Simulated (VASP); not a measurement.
VASP ran on this input.

**POSCAR**
```
PbO
1
    4.0363727862     0.0000000000     0.0000000000
    0.0000000000     4.0363727862     0.0000000000
    0.0000000000     0.0000000000     5.4248164410
Pb O
2 2
Direct
  0.5000000000   0.0000000000   0.7814729638
  1.0000000000   0.5000000000   0.2185270362
  0.5000000000   0.5000000000   0.0000000000
  0.0000000000   0.0000000000   0.0000000000
```

KPOINTS:
```
Regular mesh
0
Gamma
  6 6 4
0 0 0
```

### INCAR
```
SYSTEM=PbO
PREC=Accurate; ENCUT=600; LREAL=.FALSE.
LASPH=.TRUE.
EDIFF=1E-7; NELM=100; ALGO=Normal
LMAXMIX=4
ISMEAR=0; SIGMA=0.05
GGA=PE
ISIF=2
LWAVE=.FALSE.; LCHARG=.FALSE.
```

POTCAR, in this order: Pb_d O (PBE.64 set). Program: vasp_std.

Write an equivalent input for Quantum ESPRESSO's pw.x.

One equivalent input (not run):
```
&CONTROL
  calculation = 'scf'
  pseudo_dir = './pseudo'
  outdir = './out'
  tprnfor = .true.
  tstress = .true.
/
&SYSTEM
  ibrav = 0
  nat = 4
  ntyp = 2
  ecutwfc = 84
  occupations = 'smearing'
  smearing = 'gaussian'
  degauss = 0.003675
  input_dft = 'pbe'
/
&ELECTRONS
  conv_thr = 7.3e-09
  electron_maxstep = 100
/
ATOMIC_SPECIES
  Pb 207.200 Pb.upf
  O 15.999 O.upf
CELL_PARAMETERS angstrom
     4.0363728    0.0000000    0.0000000
     0.0000000    4.0363728    0.0000000
     0.0000000    0.0000000    5.4248164
ATOMIC_POSITIONS crystal
  Pb   0.5000000  0.0000000  0.7814730
  Pb   1.0000000  0.5000000  0.2185270
  O    0.5000000  0.5000000  0.0000000
  O    0.0000000  0.0000000  0.0000000
K_POINTS automatic
  6 6 4 0 0 0
```
The two are equivalent in intent, not identical: the potentials are each code's own (VASP's PAW set, PseudoDojo norm-conserving files in pw.x), so ENCUT and ecutwfc are chosen apart and not converted; conv_thr bounds pw.x's estimated SCF error, while EDIFF bounds the energy change between steps.

The compound is PbO in the litharge structure. This cell was strained or had an atom moved on purpose.
